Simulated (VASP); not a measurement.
All values below come from PBE GGA, VASP's PBE PAW potentials (set 64) (plane waves; VASP).

A VASP calculation is set up with these files.

INCAR:
```
# general
SYSTEM  = Te2Mo
PREC    = Accurate
ENCUT   = 400
LREAL   = .FALSE.   # projection in real space or not
LASPH   = .TRUE.   # aspherical one-centre terms

# electronic loop
EDIFF   = 1E-6   # SCF stop (eV)
NELM    = 100   # most electronic steps
ALGO    = Normal   # blocked Davidson
LMAXMIX = 4   # l cut-off of mixed one-centre charges

# smearing
ISMEAR  = 0   # Gaussian
SIGMA   = 0.05

# functional
GGA     = PE   # PBE

# ions
ISIF    = 2   # forces and stress, cell fixed

# output
LWAVE   = .FALSE.
LCHARG  = .FALSE.
```

KPOINTS:
```
Automatic mesh
0
Gamma
5 5 5
0 0 0
```

**POSCAR**
```
Te2Mo
1
    0.0000000000     3.3536250000     3.3536250000
    3.3536250000     0.0000000000     3.3536250000
    3.3536250000     3.3536250000     0.0000000000
Mo Te
1 2
Direct
  0.0000000000   0.0000000000   0.0000000000
  0.2500000000   0.2500000000   0.2500000000
  0.7500000000   0.7500000000   0.7500000000
```

POTCAR, in this order: Mo_sv Te (PBE.64 set). Program: vasp_std.

Unless said otherwise, spin-orbit coupling is left out, though it shifts the bands of the heavy elements here.

Problem. Estimate the energy per atom (σ→0), pressure, band gap (on the k-mesh).

Solution. 
The energy per atom (σ→0) is -5.486 eV/atom and the band gap (on the k-mesh) is none (metal, semimetal or under 0.01 eV). The pressure is -2.93 GPa.

OSZICAR:
```
...
DAV:   8    -0.164599123590E+02    0.33484E-01   -0.16819E-01   390   0.305E+00    0.758E-01
DAV:   9    -0.164604218419E+02   -0.50948E-03   -0.32285E-03   410   0.393E-01    0.469E-01
DAV:  10    -0.164607306531E+02   -0.30881E-03   -0.21576E-03   358   0.372E-01    0.655E-02
DAV:  11    -0.164607068481E+02    0.23805E-04   -0.13237E-04   384   0.943E-02    0.161E-02
DAV:  12    -0.164607312504E+02   -0.24402E-04   -0.43800E-05   392   0.416E-02    0.988E-03
DAV:  13    -0.164607330297E+02   -0.17793E-05   -0.28059E-06   382   0.843E-03    0.684E-03
DAV:  14    -0.164607336854E+02   -0.65568E-06   -0.70464E-07   278   0.404E-03
   1 F= -.16460734E+02 E0= -.16456883E+02  d E =-.770176E-02
```

The structure was generated: Te2Mo was put into the fluorite type (Fm-3m), which need not be its known phase. The cell was not relaxed at this level. The k-mesh is coarse (spacing up to 0.32 per Å, 2π included), so the numbers may not be converged in it.
